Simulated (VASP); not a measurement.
A convergence study with VASP on BaO (rock salt): one setting is varied, all else stays as given below, so the limit is that of these other settings. Each run relaxes cell and ions from the cell shown. The basis is that of the starting cell, so low cut-offs carry a Pulay error.

```
CELL_PARAMETERS angstrom
      0.00000     2.77000     2.77000
      2.77000     0.00000     2.77000
      2.77000     2.77000     0.00000
ATOMIC_POSITIONS crystal
  Ba 0.00000 0.00000 0.00000
  O  0.50000 0.50000 0.50000
```

Method: PBE GGA, VASP's PBE PAW potentials (set 64) (plane waves; VASP 6.6.1). The tightest run used: 800 eV cut-off, 7×7×7 Γ-centred mesh, Gaussian smearing of 0.050 eV, potentials Ba_sv O.

Gaps are read on the run's mesh, which can miss a band edge.

| setting | relaxed volume (Å³/atom) | E (eV/atom) | gap on the mesh (eV) | plane waves |
|---|---|---|---|---|
| ENCUT = 250 | 17.528 | -6.5176 | 1.336 | 388 |
| ENCUT = 300 | 19.214 | -6.0687 | 1.754 | 531 |
| ENCUT = 350 | 20.511 | -5.9284 | 2.015 | 644 |
| ENCUT = 400 | 21.397 | -5.9048 | 2.140 | 785 |
| ENCUT = 450 | 21.897 | -5.9031 | 2.206 | 941 |

**Question.** These are the cheaper rows. Estimate the results at ENCUT = 800, and how far the last row shown lies from them.

**Answer.** 
```
quantity                  tightest run  last row shown is off by
------------------------  ------------  ------------------------
relaxed volume (Å³/atom)        22.119                    -0.222
E (eV/atom)                    -5.9073                    0.0042
gap on the mesh (eV)             2.233                    -0.027
```

Left out are rungs that failed or repeat a setting and relaxations that didn't move; long series are thinned to 24 rows.

The compound is BaO in the rock salt structure.
